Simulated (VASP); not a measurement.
Input:

```xyz
1
Lattice="-1.9186 1.9186 1.9186 1.9186 -1.9186 1.9186 1.9186 1.9186 -1.9186" Properties=species:S:1:pos:R:3 pbc="T T T"
Te     0.0000     0.0000     0.0000
```

Calculation: r2SCAN meta-GGA, VASP's PBE PAW potentials (set 64) (plane waves; VASP). Settings: 400 eV cut-off, 12×12×12 Γ-centred mesh, first-order Methfessel-Paxton smearing of 0.10 eV, potentials Te.

Unless said otherwise, spin-orbit coupling is left out, though it shifts the bands of the heavy elements here.

Task: Predict the energy per atom (σ→0), band gap (on the k-mesh) with the smallest direct gap where there is one.

Result: 
* **band gap (on the k-mesh)**: none (metal, semimetal or under 0.01 eV)
* **energy per atom (σ→0)**: -25.023 eV/atom

Only differences to runs with the same potentials and settings are physical.

The structure was generated: Te was put into the bcc type (Im-3m), which need not be its known phase. It was relaxed first. The start is the result of an earlier pass.
